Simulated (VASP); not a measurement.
```
AgAl
1.0
    0.25112     3.91631     3.93992
    4.11027     0.05716     4.13643
    2.08372     2.08372     0.00000
Al Ag
2 2
Direct
  0.00000   0.00000   0.00000
  0.00000   0.50000   0.00000
  0.50000   0.00000   0.00000
  0.50000   0.50000   0.00000
```

Method: PBEsol GGA, VASP's PBE PAW potentials (set 64) (plane waves; VASP). Settings: 400 eV cut-off, 8×8×14 Γ-centred mesh, tetrahedra with Blöchl corrections, potentials Al Ag.

The cores are frozen, which limits the accuracy of field gradients.

Q: Give the principal components of the electric field gradient (V/Å²) and the asymmetry η at each nucleus.

A: 
```json
[
 {"atom": "Al1", "Vxx": "7.7", "Vyy": "3.9", "Vzz": "-11.6", "η": "0.33"},
 {"atom": "Al2", "Vxx": "7.7", "Vyy": "3.9", "Vzz": "-11.6", "η": "0.33"},
 {"atom": "Ag3", "Vxx": "29.5", "Vyy": "16.6", "Vzz": "-46.0", "η": "0.28"},
 {"atom": "Ag4", "Vxx": "29.5", "Vyy": "16.6", "Vzz": "-46.0", "η": "0.28"}
]
```

The structure was generated: Ag2Al2 was put into an ordered model structure (R-3m), which need not be its known phase. It was relaxed first. The relaxed cell has space group C2/m.
